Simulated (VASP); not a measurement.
The system is Sc.

```xyz
2
Lattice="3.2786 0.0000 0.0000 -1.6393 2.8393 0.0000 0.0000 0.0000 5.0849" Properties=species:S:1:pos:R:3 pbc="T T T"
Sc    0.0000    1.8929    1.2712
Sc    1.6393    0.9464    3.8136
```

Base run:

| Quantity | Value |
| --- | --- |
| Program | VASP 6.6.1 |
| Functional | PBEsol |
| Potentials or basis | VASP PAW PBE potentials, release 64 (Sc_sv) |
| Cutoff | 520 eV |
| k mesh | 15 × 15 × 8 |
| Occupations | gaussian, width 0.5 eV |
| Spin | no spin polarisation |

Its results: band gap on the k mesh none (metal or under the smearing width); pressure 0.6 GPa.

Task: The run is repeated on the same cell with these changes: cutoff from 520 eV to 900 eV; occupations from gaussian, width 0.5 eV to gaussian, width 0.1 eV. What comes out?

Result: Band gap on the k mesh none (metal or under the smearing width); pressure 0.0 GPa.

Caveats: the PAW data sets were made with another functional, which shifts forces and pressure a little.
